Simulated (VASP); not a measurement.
Here is the system:

```xyz
8
Lattice="0.0000 2.7246 2.7246 2.7246 0.0000 2.7246 10.9588 10.9588 -0.0603" Properties=species:S:1:pos:R:3 pbc="T T T"
Ga    10.8684    10.8684     0.0302
Ga     2.7386     2.7386    -0.0140
Ga     8.2906     8.2906     5.3326
As     1.3336     1.3336     1.3910
As     4.1625     4.1625     1.2868
As     6.9911     6.9911     1.1828
As     9.4545     9.4545     1.4440
B      8.1850     8.1850    -0.0111
```

The numbers are results of PBEsol GGA, VASP's PBE PAW potentials (set 64) (plane waves; VASP), not measurements. Numerical set-up: 520 eV cut-off, 11×11×3 Γ-centred mesh, tetrahedra with Blöchl corrections, potentials Ga_d As B.

Q: Estimate the energy per atom (σ→0), band gap (on the k-mesh) with the smallest direct gap where there is one.

A: 
- band gap (on the k-mesh) = none (metal, semimetal or under 0.01 eV)
- energy per atom (σ→0) = -4.787 eV/atom

The absolute energy has meaning only against runs of the same code, potentials and settings.

The structure was generated: Ga3As4B was put into an ordered model structure (R3m), which need not be its known phase. It was relaxed first.
